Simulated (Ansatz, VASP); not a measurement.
Code comparison for ScIn3 (Pm-3m, 4 atoms in the cell)

Self-consistent single point.

```yaml
crystal:
  lattice:
    - [4.49569, 0.00000, 0.00000]
    - [0.00000, 4.49569, 0.00000]
    - [0.00000, 0.00000, 4.49569]
  atoms:
    - { symbol: Sc, position: [0.00000, 0.00000, 0.00000] }
    - { symbol: In, position: [0.00000, 0.50000, 0.50000] }
    - { symbol: In, position: [0.50000, 0.00000, 0.50000] }
    - { symbol: In, position: [0.50000, 0.50000, 0.00000] }
```

Shared settings, as Ansatz (a program for electronic structure) writes them: kpoints.mp_grid.grid = 6 6 6; magnetization.spin_orbit = true; scf.occupations.method = fermi_dirac; scf.occupations.width = 0.0073 Ry. Potentials and cutoffs stand in the table.

```json
[
 {"code": "Ansatz", "model": "PBEsol with spin-orbit coupling, PAW files made with PBE", "pressure (GPa)": "-1.84", "cutoff": "default"},
 {"code": "VASP", "model": "PBEsol, spin-orbit coupling, VASP's PBE PAW potentials (set 64)", "pressure (GPa)": "-2.32", "cutoff": "300 eV"}
]
```

The spread over the programs that give each value: pressure within 0.48 GPa.

Ansatz's pressure is given at a fixed set of plane waves, as the other plane-wave codes print theirs; with its correction for the finite basis it is -1.80 GPa.

VASP's run is marked for a possible Pulay error in its stress at this cutoff; no cutoff test was made.

The starting cell comes from a database of computed structures (which also holds hypothetical and non-ambient phases and stackings), without a prior relaxation at this level.

Left out of this page: SIESTA (not drawn, or without a comparable value).

Keys are those of Ansatz 0.2.
